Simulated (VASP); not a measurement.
Input:

```
CELL_PARAMETERS angstrom
      4.23893     0.00000     0.00000
      0.00000     4.23893     0.00000
      0.00000     0.00000     4.23893
ATOMIC_POSITIONS crystal
  Cu 0.75000 0.25000 0.75000
  Cu 0.25000 0.75000 0.75000
  Cu 0.75000 0.75000 0.25000
  Cu 0.25000 0.25000 0.25000
  O  0.00000 0.00000 0.00000
  O  0.50000 0.50000 0.50000
```

Method: AM05 GGA, VASP's PBE PAW potentials (set 64) (plane waves; VASP). Settings: 520 eV cut-off, 6×6×6 Γ-centred mesh, tetrahedra with Blöchl corrections, potentials Cu O.

Question: Tabulate the total density of states (states/eV per cell) against energy (eV; zero at the valence-band maximum or, without a gap, the Fermi level).

Answer: 
(E (eV), DOS (states/eV)): (-9.98, 0.00); (-9.62, 0.00); (-9.26, 0.00); (-8.90, 0.00); (-8.54, 0.00); (-8.18, 0.00); (-7.82, 0.00); (-7.46, 9.73); (-7.10, 6.38); (-6.74, 3.80); (-6.38, 3.65); (-6.02, 3.48); (-5.66, 5.98); (-5.30, 1.22); (-4.94, 0.01); (-4.58, 0.12); (-4.22, 0.70); (-3.86, 1.38); (-3.50, 2.91); (-3.14, 6.81); (-2.90, 9.48); (-2.54, 14.6); (-2.18, 19.1); (-1.82, 33.7); (-1.46, 5.83); (-1.10, 4.53); (-0.74, 5.25); (-0.38, 4.24); (-0.02, 0.21); (0.34, 0.00); (0.70, 0.07); (1.06, 0.36); (1.42, 0.67); (1.78, 1.83); (2.14, 3.01); (2.50, 2.81); (2.86, 3.76); (3.22, 2.10); (3.58, 1.73); (3.94, 1.28)
Within 2 eV below the valence-band maximum the largest weight inside VASP's projection spheres is Cu d.

The compound is Cu2O in the cuprite structure. It was relaxed first.
